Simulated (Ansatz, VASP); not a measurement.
One calculation of TaTl, two programs

File INCAR:

```
PREC = Accurate
ENCUT = 600
EDIFF = 1E-6
ISMEAR = -1
SIGMA = 0.05
LREAL = False
LASPH = True
NELM = 80
ALGO = Normal
ISIF = 2
LWAVE = False
LCHARG = False
LMAXMIX = 4
GGA = PE
```

The input KPOINTS:

```
Automatic mesh
0
Gamma
  7 7 7
```

File POSCAR:

```
TaTl
1.0
    3.6221205400      0.0000000000      0.0000000000
    0.0000000000      3.6221205400      0.0000000000
    0.0000000000      0.0000000000      3.6221205400
Ta Tl
1 1
Direct
    0.0000000000      0.0000000000      0.0000000000
    0.5000000000      0.5000000000      0.5000000000
```

The input KPOINTS_OPT:

```
path GXMGRX,MR
10
line-mode
reciprocal
 0.0000000000  0.0000000000  0.0000000000  G
 0.0000000000  0.5000000000  0.0000000000  X

 0.0000000000  0.5000000000  0.0000000000  X
 0.5000000000  0.5000000000  0.0000000000  M

 0.5000000000  0.5000000000  0.0000000000  M
 0.0000000000  0.0000000000  0.0000000000  G

 0.0000000000  0.0000000000  0.0000000000  G
 0.5000000000  0.5000000000  0.5000000000  R

 0.5000000000  0.5000000000  0.5000000000  R
 0.0000000000  0.5000000000  0.0000000000  X

 0.5000000000  0.5000000000  0.0000000000  M
 0.5000000000  0.5000000000  0.5000000000  R
```

File input.yaml:

```yaml
crystal:
  lattice:
    - [3.62212054, 0.0, 0.0]
    - [0.0, 3.62212054, 0.0]
    - [0.0, 0.0, 3.62212054]
  atoms:
    - { symbol: Ta, position: [0.0, 0.0, 0.0] }
    - { symbol: Tl, position: [0.5, 0.5, 0.5] }
hamiltonian:
  xc: pbe
  pseudopotentials: { kind: paw }
kpoints:
  mp_grid: { grid: [7, 7, 7] }
  band_path:
    path:
      - [[0.0, 0.0, 0.0], [0.0, 0.5, 0.0], [0.5, 0.5, 0.0], [0.0, 0.0, 0.0], [0.5, 0.5, 0.5], [0.0, 0.5, 0.0]]
      - [[0.5, 0.5, 0.0], [0.5, 0.5, 0.5]]
    npoints: 14
scf:
  occupations: { method: fermi_dirac, width: 0.05 }
  n_extra_bands: 6
output:
  forces: true
  stress: true
  eigenvalues: true
  fatbands: true
  write_density: true
  write_potential: true
  elf: true
  volumetric_format: npy
```

The cell was built by a generator and needn't be a form met in nature.

Alike in both runs: task band structure; functional PBE; k mesh 7 × 7 × 7; occupations fermi-dirac, width 0.05 eV; no spin polarisation.

|  | VASP | Ansatz |
| --- | --- | --- |
| version | VASP 6.6.1 | Ansatz 0.2.0 |
| potentials or method | VASP PAW PBE potentials, release 64 (Ta, Tl) | Ansatz PAW |
| plane-wave cutoff (eV) | 600 | 420 |
| valence electrons in the cell | 8 | 26 |

VASP gave:

- gap on the k mesh at the Fermi level (eV): none
- pressure (GPa): -13.3

**Question.** What did Ansatz give for the same quantities?

**Answer.** gap on the k mesh at the Fermi level (eV): none; pressure (GPa): -13.5.

A gap of «none» marks a metal or a gap that the smearing closes. The functional is the same, so the differences come from potentials, cutoffs and numerics. The two sets of potentials don't hold the same shells in valence.

Caveats: spin-orbit coupling is left out, which moves the levels of the heavy elements.
